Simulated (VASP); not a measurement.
Method: PBEsol GGA, VASP's PBE PAW potentials (set 64) (plane waves; VASP 6.6.1).

VASP ran on this input.

File POSCAR:
```
BBi
1
    3.4245503636     0.0000000000     0.0000000000
   -1.7122751819     2.9657463276     0.0000000000
    0.0000000000     0.0000000000     6.0149619310
B Bi
2 2
Direct
  0.0000000000   0.0000000000   0.0000000000
  0.0000000000   0.0000000000   0.5000000000
  0.3333330000   0.6666670000   0.2500000000
  0.6666670000   0.3333330000   0.7500000000
```

File KPOINTS:
```
kpoints
0
Gamma
 10 10 5
```

**INCAR**
```
# general
SYSTEM   =  BBi
PREC     =  Accurate
ENCUT    =  620
LREAL    =  .FALSE.
LASPH    =  .TRUE.

# electronic loop
EDIFF    =  1E-6
NELM     =  100
ALGO     =  Normal
LMAXMIX  =  4

# smearing
ISMEAR   =  1
SIGMA    =  0.1

# functional
GGA      =  PS

# ions
IBRION   =  2
NSW      =  40
ISIF     =  3
EDIFFG   =  -0.02
PSTRESS  =  300

# output
LWAVE    =  .FALSE.
LCHARG   =  .FALSE.
```

POTCAR, in this order: B Bi_d (PBE.64 set). Program: vasp_std.

The resulting files:

**OSZICAR**
```
...
DAV:   7    -0.154447426408E+02   -0.11802E-04   -0.30922E-03  2490   0.304E-01    0.405E-02
DAV:   8    -0.154447034705E+02    0.39170E-04   -0.41789E-04  2050   0.137E-01    0.134E-02
DAV:   9    -0.154447010924E+02    0.23781E-05   -0.59370E-05  1890   0.364E-02    0.281E-03
DAV:  10    -0.154447011358E+02   -0.43342E-07   -0.23738E-06  1608   0.113E-02
   2 F= -.55096588E+01 E0= -.55090599E+01  d E =0.211465E+00
       N       E                     dE             d eps       ncg     rms          rms(c)
DAV:   1    -0.194150712974E+02   -0.39704E+01   -0.84925E+01  2238   0.176E+02    0.860E+00
DAV:   2    -0.171726635855E+02    0.22424E+01   -0.45452E+00  2210   0.381E+01    0.375E+00
DAV:   3    -0.166890249531E+02    0.48364E+00   -0.22608E+00  2466   0.241E+01    0.486E-01
DAV:   4    -0.166906520251E+02   -0.16271E-02   -0.12737E-01  2318   0.409E+00    0.200E-01
DAV:   5    -0.166908079766E+02   -0.15595E-03   -0.10596E-02  2450   0.175E+00    0.196E-01
DAV:   6    -0.166914346302E+02   -0.62665E-03   -0.29929E-03  2028   0.402E-01    0.292E-02
DAV:   7    -0.166914447274E+02   -0.10097E-04   -0.58336E-04  2524   0.203E-01    0.238E-02
DAV:   8    -0.166914206433E+02    0.24084E-04   -0.10395E-04  2386   0.691E-02    0.957E-03
DAV:   9    -0.166914189657E+02    0.16776E-05   -0.21501E-05  2484   0.584E-02    0.834E-04
DAV:  10    -0.166914187476E+02    0.21817E-06   -0.47715E-07  1038   0.605E-03
   3 F= -.58223998E+01 E0= -.58217744E+01  d E =-.101276E+00
       N       E                     dE             d eps       ncg     rms          rms(c)
DAV:   1    -0.166785920002E+02    0.12827E-01   -0.15221E-02  2232   0.211E+00    0.122E-01
DAV:   2    -0.166781336547E+02    0.45835E-03   -0.88340E-04  2214   0.549E-01    0.516E-02
DAV:   3    -0.166780456972E+02    0.87957E-04   -0.38483E-04  2486   0.329E-01    0.563E-03
DAV:   4    -0.166780479096E+02   -0.22124E-05   -0.18881E-05  2232   0.454E-02    0.270E-03
DAV:   5    -0.166780488248E+02   -0.91517E-06   -0.15103E-06  1010   0.219E-02
   4 F= -.58224671E+01 E0= -.58218367E+01  d E =-.101343E+00
       N       E                     dE             d eps       ncg     rms          rms(c)
DAV:   1    -0.166669508775E+02    0.11097E-01   -0.11135E-02  2232   0.181E+00    0.104E-01
DAV:   2    -0.166666187039E+02    0.33217E-03   -0.63702E-04  2214   0.467E-01    0.439E-02
DAV:   3    -0.166665550236E+02    0.63680E-04   -0.28005E-04  2502   0.281E-01    0.481E-03
DAV:   4    -0.166665568261E+02   -0.18025E-05   -0.13474E-05  2226   0.388E-02    0.228E-03
DAV:   5    -0.166665575505E+02   -0.72441E-06   -0.10644E-06   994   0.186E-02
   5 F= -.58224337E+01 E0= -.58217995E+01  d E =-.101310E+00
       N       E                     dE             d eps       ncg     rms          rms(c)
DAV:   1    -0.166664818257E+02    0.75000E-04   -0.59427E-02  2172   0.204E+00    0.187E-01
DAV:   2    -0.166654516797E+02    0.10301E-02   -0.28403E-03  2544   0.676E-01    0.114E-01
DAV:   3    -0.166649667865E+02    0.48489E-03   -0.11310E-03  2724   0.405E-01    0.210E-02
DAV:   4    -0.166649736989E+02   -0.69124E-05   -0.20060E-04  2064   0.131E-01    0.775E-03
DAV:   5    -0.166649729026E+02    0.79625E-06   -0.50668E-06  2340   0.307E-02
   6 F= -.58229578E+01 E0= -.58222313E+01  d E =-.524123E-03
       N       E                     dE             d eps       ncg     rms          rms(c)
DAV:   1    -0.166726651859E+02   -0.76915E-02   -0.50661E-01  2166   0.596E+00    0.551E-01
DAV:   2    -0.166636040357E+02    0.90612E-02   -0.24546E-02  2416   0.182E+00    0.332E-01
DAV:   3    -0.166594567727E+02    0.41473E-02   -0.10019E-02  2748   0.108E+00    0.631E-02
DAV:   4    -0.166594817890E+02   -0.25016E-04   -0.14666E-03  2078   0.341E-01    0.235E-02
DAV:   5    -0.166594723382E+02    0.94508E-05   -0.50114E-05  3426   0.908E-02    0.775E-03
DAV:   6    -0.166594714733E+02    0.86493E-06   -0.12854E-05  2462   0.379E-02    0.240E-03
DAV:   7    -0.166594712415E+02    0.23182E-06   -0.78471E-07  1026   0.960E-03
   7 F= -.58240363E+01 E0= -.58236314E+01  d E =-.160266E-02
       N       E                     dE             d eps       ncg     rms          rms(c)
DAV:   1    -0.166865982661E+02   -0.27127E-01   -0.20247E+00  2184   0.119E+01    0.107E+00
DAV:   2    -0.166532109425E+02    0.33387E-01   -0.94440E-02  2282   0.342E+00    0.658E-01
DAV:   3    -0.166368493738E+02    0.16362E-01   -0.41601E-02  2738   0.200E+00    0.109E-01
DAV:   4    -0.166369338295E+02   -0.84456E-04   -0.51461E-03  2052   0.658E-01    0.474E-02
DAV:   5    -0.166368969550E+02    0.36875E-04   -0.18796E-04  3260   0.185E-01    0.137E-02
DAV:   6    -0.166368928251E+02    0.41299E-05   -0.36058E-05  2626   0.578E-02    0.465E-03
DAV:   7    -0.166368927240E+02    0.10107E-06   -0.22702E-06  1434   0.136E-02
   8 F= -.58164743E+01 E0= -.58172885E+01  d E =0.595936E-02
       N       E                     dE             d eps       ncg     rms          rms(c)
DAV:   1    -0.167011098153E+02   -0.64217E-01   -0.17365E+00  2178   0.112E+01    0.100E+00
DAV:   2    -0.166723852304E+02    0.28725E-01   -0.80229E-02  2234   0.337E+00    0.612E-01
DAV:   3    -0.166583695160E+02    0.14016E-01   -0.33679E-02  2598   0.240E+00    0.110E-01
DAV:   4    -0.166586084093E+02   -0.23889E-03   -0.62847E-03  2022   0.740E-01    0.429E-02
DAV:   5    -0.166585823602E+02    0.26049E-04   -0.18369E-04  3126   0.178E-01    0.138E-02
DAV:   6    -0.166585776870E+02    0.46733E-05   -0.33064E-05  2618   0.583E-02    0.389E-03
DAV:   7    -0.166585776003E+02    0.86708E-07   -0.18471E-06  1192   0.126E-02
   9 F= -.58241195E+01 E0= -.58238520E+01  d E =-.168582E-02
       N       E                     dE             d eps       ncg     rms          rms(c)
DAV:   1    -0.166576883337E+02    0.88935E-03   -0.23292E-02  2172   0.128E+00    0.117E-01
DAV:   2    -0.166572846487E+02    0.40369E-03   -0.11123E-03  2542   0.431E-01    0.713E-02
DAV:   3    -0.166570928905E+02    0.19176E-03   -0.45373E-04  2734   0.258E-01    0.132E-02
DAV:   4    -0.166570958018E+02   -0.29113E-05   -0.82887E-05  2060   0.840E-02    0.487E-03
DAV:   5    -0.166570954860E+02    0.31583E-06   -0.14490E-06  1362   0.196E-02
  10 F= -.58241471E+01 E0= -.58240957E+01  d E =-.171348E-02
       N       E                     dE             d eps       ncg     rms          rms(c)
DAV:   1    -0.167427964689E+02   -0.85701E-01   -0.43925E-01  2316   0.113E+01    0.648E-01
DAV:   2    -0.167299774071E+02    0.12819E-01   -0.26825E-02  2208   0.292E+00    0.276E-01
DAV:   3    -0.167274125771E+02    0.25648E-02   -0.11101E-02  2490   0.174E+00    0.343E-02
DAV:   4    -0.167274085738E+02    0.40033E-05   -0.69351E-04  2228   0.276E-01    0.158E-02
DAV:   5    -0.167274109943E+02   -0.24206E-05   -0.60087E-05  2568   0.121E-01    0.135E-02
DAV:   6    -0.167274119354E+02   -0.94109E-06   -0.13260E-05  1864   0.292E-02    0.310E-03
DAV:   7    -0.167274111084E+02    0.82700E-06   -0.52519E-06  1942   0.221E-02
  11 F= -.58231474E+01 E0= -.58233001E+01  d E =0.999768E-03
       N       E                     dE             d eps       ncg     rms          rms(c)
DAV:   1    -0.166815412376E+02    0.45871E-01   -0.27506E-01  2316   0.886E+00    0.517E-01
DAV:   2    -0.166733823045E+02    0.81589E-02   -0.17110E-02  2202   0.234E+00    0.219E-01
DAV:   3    -0.166717841961E+02    0.15981E-02   -0.68834E-03  2490   0.138E+00    0.270E-02
DAV:   4    -0.166717962526E+02   -0.12056E-04   -0.43359E-04  2220   0.213E-01    0.125E-02
DAV:   5    -0.166718003918E+02   -0.41392E-05   -0.35964E-05  2556   0.922E-02    0.105E-02
DAV:   6    -0.166718067925E+02   -0.64007E-05   -0.83089E-06  1760   0.231E-02    0.244E-03
DAV:   7    -0.166718073365E+02   -0.54403E-06   -0.32750E-06  1734   0.180E-02
  12 F= -.58242205E+01 E0= -.58242102E+01  d E =-.733896E-04
```

**OUTCAR**
```
------------------------ aborting loop because EDIFF is reached ----------------------------------------
  FORCE on cell =-STRESS in cart. coord.  units (eV):
  Direction    XX          YY          ZZ          XY          YZ          ZX
  --------------------------------------------------------------------------------------
  Total       10.8620249     10.8620011     10.8166468     -0.0000000      0.0000000      0.0000000
  in kB      300.3992995    300.3986409    299.1443251     -0.0000000      0.0000000      0.0000000
  external PRESSURE =      -0.0192448 kB  Pullay stress =     300.0000000 kB
  volume of cell :       57.93
      direct lattice vectors                 reciprocal lattice vectors
     3.346409841 -0.000000000  0.000000000     0.298827713  0.172528450 -0.000000000
    -1.673204921  2.898072757  0.000000000     0.000000000  0.345056900 -0.000000000
     0.000000000  0.000000000  5.973571255    -0.000000000 -0.000000000  0.167404046
 POSITION                                       TOTAL-FORCE (eV/Angst)
 -----------------------------------------------------------------------------------
      0.00000      0.00000      0.00000         0.000000     -0.000000     -0.000000
      0.00000      0.00000      2.98679         0.000000     -0.000000     -0.000000
     -0.00000      1.93205      1.49339         0.000000     -0.000000      0.000000
      1.67321      0.96602      4.48018        -0.000000      0.000000      0.000000
 -----------------------------------------------------------------------------------
    total drift:                               -0.000000      0.000000      0.000000
  FREE ENERGIE OF THE ION-ELECTRON SYSTEM (eV)
  ---------------------------------------------------
  free  energy   TOTEN  =       -16.6718073365 eV

  energy  without entropy=      -16.6717764256  energy(sigma->0) =      -16.67179703
  enthalpy is  TOTEN    =        -5.8242205379 eV   P V=       10.8475867986

 reached required accuracy - stopping structural energy minimisation
```
(Selected blocks of OUTCAR.)

**CONTCAR**
```
BBi
   1.00000000000000
     3.3464098408332998   -0.0000000000864499    0.0000000000000000
    -1.6732049205892361    2.8980727568251785    0.0000000000000000
     0.0000000000000000    0.0000000000000000    5.9735712554597411
  B               Bi
     2     2
Direct
     0.0000000000000000    0.0000000000000000    0.0000000000000000
     0.0000000000000000    0.0000000000000000    0.5000000000000000
     0.3333330000000032    0.6666669999999968    0.2500000000000000
     0.6666669999999968    0.3333330000000032    0.7500000000000000
```

Energy and stress use the plane-wave basis of the starting cell.

The structure was generated: BBi was put into the NiAs type type (P6_3/mmc), which need not be its known phase. This run relaxes it under an external pressure of 30 GPa. Symmetry was kept, so distortions that lower it aren't found.
